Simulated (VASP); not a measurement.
Computed with PBE GGA, VASP's PBE PAW potentials (set 64) (plane waves; VASP).

A VASP calculation is set up with these files.

### POSCAR
```
Nb16O
1
    6.6172211722     0.0000000000     0.0000000000
    3.3086105861     4.6790822083     0.0000000000
    0.0000000000     0.0000000000    21.0551525704
Nb O
16 1
Direct
  0.7500000000   0.5000000000   0.3394460490
  0.2500000000   0.5000000000   0.3394460490
  0.7500000000   0.0000000000   0.3392590285
  0.2500000000   0.0000000000   0.3398222624
  0.9992390429   0.0000000000   0.4451532277
  0.5007609571   0.0000000000   0.4451532277
  0.0001964226   0.4996071549   0.4458428765
  0.4998035774   0.5003928451   0.4458428765
  0.7500000000   0.5000000000   0.5584721123
  0.2500000000   0.5000000000   0.5584721123
  0.7500000000   0.0000000000   0.5558919595
  0.2500000000   0.0000000000   0.5559781999
  0.9989394724   0.0000000000   0.6657815512
  0.5010605276   0.0000000000   0.6657815512
  0.0031301947   0.4937396106   0.6638725342
  0.4968698053   0.5062603894   0.6638725342
  0.2500000000   0.0000000000   0.7207258478
```

INCAR:
```
! general
SYSTEM =Nb16O
PREC   =Normal
ENCUT  =400   ! plane-wave cut-off (eV)
LREAL  =.FALSE.   ! projection in real space or not
LASPH  =.TRUE.   ! aspherical one-centre terms

! electronic loop
EDIFF  =1E-6   ! SCF stop (eV)
NELM   =100   ! most electronic steps
NELMIN =4
ALGO   =Normal   ! blocked Davidson
LMAXMIX=4   ! l cut-off of mixed one-centre charges

! smearing
ISMEAR =1
SIGMA  =0.1   ! width (eV)

! functional
GGA    =PE   ! PBE

! output
LWAVE  =.FALSE.
LCHARG =.FALSE.
LORBIT =11   ! lm-projected
LVHAR  =.TRUE.

! other
LDIPOL =.TRUE.
IDIPOL =3
DIPOL  =0.5 0.5 0.5
```

File KPOINTS:
```
K-points
0
gamma
  5 6 1
```

POTCAR, in this order: Nb_sv O (PBE.64 set). Program: vasp_std. Read from the step before: WAVECAR.

Output

OUTCAR:
```
 ion  position               nearest neighbor table
   1  0.750  0.500  0.339-   7 2.78   8 2.78   3 2.87   3 2.87   4 2.87   4 2.87
   2  0.250  0.500  0.339-   7 2.78   8 2.78   3 2.87   3 2.87   4 2.87   4 2.87
   3  0.750  0.000  0.339-   5 2.77   6 2.77   1 2.87   1 2.87   2 2.87   2 2.87
   4  0.250  0.000  0.340-   5 2.77   6 2.77   2 2.87   1 2.87   2 2.87   1 2.87
   5  0.999  0.000  0.445-   4 2.77   3 2.77  11 2.86  12 2.86   7 2.86   8 2.86   8 2.87   7 2.87
  LATTYP: Found a base centered orthorhombic cell.
 ALAT       =     6.6172211722
 B/A-ratio  =     1.4142136364
 C/A-ratio  =     3.1818722727
 Subroutine PRICEL returns:
 Original cell was already a primitive cell.
 Subroutine GETGRP returns: Found  4 space group operations
The static configuration has the point symmetry C_1h.
 The point group associated with its full space group is C_2v.
The dynamic configuration has the point symmetry C_1h.
 Subroutine INISYM returns: Found  4 space group operations
 Subroutine IBZKPT returns following result:
 Found     16 irreducible k-points:

 Following reciprocal coordinates:
            Coordinates               Weight
  0.000000  0.000000  0.000000      1.000000
  0.200000 -0.000000  0.000000      2.000000
  0.400000  0.000000  0.000000      2.000000
...
```

**OSZICAR**
```
       N       E                     dE             d eps       ncg     rms          rms(c)
DAV:   1    -0.164885325848E+03   -0.16489E+03   -0.29610E-04  6112   0.600E-02    0.378E-02
DAV:   2    -0.164892158091E+03   -0.68322E-02   -0.31341E-02  6952   0.528E-01    0.348E-01
DAV:   3    -0.164885275799E+03    0.68823E-02   -0.28264E-02  6688   0.495E-01    0.457E-02
DAV:   4    -0.164885234633E+03    0.41166E-04   -0.67302E-04  5936   0.733E-02    0.614E-03
DAV:   5    -0.164885240784E+03   -0.61508E-05   -0.66005E-05  5584   0.224E-02    0.494E-03
DAV:   6    -0.164885240832E+03   -0.47708E-07   -0.59506E-06  4352   0.981E-03
   1 F= -.16488524E+03 E0= -.16488624E+03  d E =0.298503E-02
```

**OUTCAR**
```
------------------------ aborting loop because EDIFF is reached ----------------------------------------
  FORCE on cell =-STRESS in cart. coord.  units (eV):
  Direction    XX          YY          ZZ          XY          YZ          ZX
  --------------------------------------------------------------------------------------
  Total       -8.7616225    -11.7705432     -2.1970827      0.0000000      0.0000000      0.0000000
  in kB      -21.5327948    -28.9275976     -5.3996084      0.0000000      0.0000000      0.0000000
  external PRESSURE =     -18.6200003 kB  Pullay stress =       0.0000000 kB
  volume of cell :      651.92
      direct lattice vectors                 reciprocal lattice vectors
     6.617221172  0.000000000  0.000000000     0.151120837 -0.106858563  0.000000000
     3.308610586  4.679082208  0.000000000     0.000000000  0.213717126  0.000000000
     0.000000000  0.000000000 21.055152570     0.000000000  0.000000000  0.047494313
 POSITION                                       TOTAL-FORCE (eV/Angst)
 -----------------------------------------------------------------------------------
      6.61722      2.33954      7.14709        -0.000000      0.000000     -0.007504
      3.30861      2.33954      7.14709        -0.000000      0.000000     -0.007504
      4.96292      0.00000      7.14315        -0.000000      0.000000      0.011035
      1.65431      0.00000      7.15501        -0.000000      0.000000      0.008034
      6.61219      0.00000      9.37277        -0.007062      0.000000     -0.011245
      3.31365      0.00000      9.37277         0.007062      0.000000     -0.011245
      1.65431      2.33770      9.38729        -0.000000      0.003553      0.010005
      4.96292      2.34138      9.38729        -0.000000     -0.003553      0.010005
      6.61722      2.33954     11.75872        -0.000000      0.000000     -0.006308
      3.30861      2.33954     11.75872        -0.000000      0.000000     -0.006308
      4.96292      0.00000     11.70439        -0.000000      0.000000     -0.003559
      1.65431      0.00000     11.70621        -0.000000      0.000000      0.014600
      6.61020      0.00000     14.01813         0.020068      0.000000      0.007633
      3.31563      0.00000     14.01813        -0.020068      0.000000      0.007633
      1.65431      2.31025     13.97794        -0.000000     -0.001306     -0.006003
      4.96292      2.36883     13.97794        -0.000000      0.001306     -0.006003
      1.65431      0.00000     15.17499        -0.000000      0.000000     -0.003268
 -----------------------------------------------------------------------------------
    total drift:                               -0.000110     -0.000146      0.007625
  FREE ENERGIE OF THE ION-ELECTRON SYSTEM (eV)
  ---------------------------------------------------
  free  energy   TOTEN  =      -164.8852408319 eV

  energy  without entropy=     -164.8882258644  energy(sigma->0) =     -164.88623584

 total charge

# of ion       s       p       d       tot
------------------------------------------
    1        2.220   5.952   2.555  10.726
    2        2.220   5.952   2.555  10.726
    3        2.218   5.952   2.561  10.731
    4        2.218   5.951   2.564  10.734
    5        2.223   6.005   2.525  10.753
    6        2.223   6.005   2.525  10.753
    7        2.222   6.008   2.500  10.729
    8        2.222   6.008   2.500  10.729
    9        2.218   6.009   2.507  10.734
   10        2.218   6.009   2.507  10.734
   11        2.221   6.008   2.489  10.718
   12        2.218   6.010   2.490  10.718
   13        2.212   5.997   2.487  10.696
   14        2.212   5.997   2.487  10.696
   15        2.209   5.961   2.545  10.714
   16        2.209   5.961   2.545  10.714
   17        1.602   3.405   0.000   5.007
--------------------------------------------------
tot         37.085  99.189  40.341 176.615
```
(Selected blocks of OUTCAR.)

At this cut-off the stress carries a Pulay error, which pulls relaxed volumes low.

The cell is a thin slab with vacuum, built from Nb (bcc): (110) face, O adsorbed.
